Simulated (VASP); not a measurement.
Input:

```xyz
2
Lattice="0.0000 2.5168 2.5168 2.5168 0.0000 2.5168 2.5168 2.5168 0.0000" Properties=species:S:1:pos:R:3 pbc="T T T"
Li     0.0000     0.0000     0.0000
Cl     2.5168     2.5168     2.5168
```

Level of theory: PBE GGA with D4 dispersion, VASP's PBE PAW potentials (set 64) (plane waves; VASP 6.6.1). Numerical set-up: 520 eV cut-off, 9×9×9 Γ-centred mesh, Gaussian smearing of 0.050 eV, potentials Li_sv Cl.

Task: Give the stress tensor in GPa (positive for a compressed cell).

Result: 
```
1.09  0.00  0.00
0.00  1.09  0.00
0.00  0.00  1.09
```
The pressure is its mean diagonal, 1.09 GPa.

The compound is LiCl in the rock salt structure. This cell is one point of a volume scan, at 0.97 of the reference volume.
